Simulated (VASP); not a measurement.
Input for VASP

KPOINTS:
```
Automatic mesh
0
Gamma
16 16 16
0 0 0
```

POSCAR:
```
In
1.0
 -1.5750074885   1.5750074885   2.4857308368
  1.5750074885  -1.5750074885   2.4857308368
  1.5750074885   1.5750074885  -2.4857308368
In
1
direct
  0.0000000000   0.0000000000   0.0000000000
```

INCAR:
```
SYSTEM = In
PREC = Accurate; ENCUT = 500; LREAL = F
LASPH = T
EDIFF = 1E-6; NELM = 100; ALGO = Normal
LMAXMIX = 4
ISMEAR = 1; SIGMA = 0.1
IBRION = 2; NSW = 40; ISIF = 3
EDIFFG = -0.02
LWAVE = F; LCHARG = F
```

POTCAR, in this order: In_d (LDA.64 set). Program: vasp_std.

### Question
Translate this LDA calculation to Quantum ESPRESSO's pw.x.

### Answer
One equivalent input (not run):
```
&CONTROL
  calculation = 'vc-relax'
  pseudo_dir = './pseudo'
  outdir = './out'
  tprnfor = .true.
  tstress = .true.
  nstep = 40
  forc_conv_thr = 0.00078
/
&SYSTEM
  ibrav = 0
  nat = 1
  ntyp = 1
  ecutwfc = 70
  occupations = 'smearing'
  smearing = 'methfessel-paxton'
  degauss = 0.00735
  input_dft = 'pz'
/
&ELECTRONS
  conv_thr = 7.3e-08
  electron_maxstep = 100
/
&IONS
/
&CELL
/
ATOMIC_SPECIES
  In 114.818 In.upf
CELL_PARAMETERS angstrom
    -1.5750075    1.5750075    2.4857308
     1.5750075   -1.5750075    2.4857308
     1.5750075    1.5750075   -2.4857308
ATOMIC_POSITIONS crystal
  In   0.0000000  0.0000000  0.0000000
K_POINTS automatic
  16 16 16 0 0 0
```
Limits of the translation: the potentials are each code's own (VASP's PAW set, PseudoDojo norm-conserving files in pw.x), so ENCUT and ecutwfc are chosen apart and not converted; conv_thr bounds pw.x's estimated SCF error, while EDIFF bounds the energy change between steps; forc_conv_thr acts on force components and is met together with etot_conv_thr.

The compound is In in the bct structure. This run relaxes it. Symmetry was kept, so distortions that lower it aren't found.
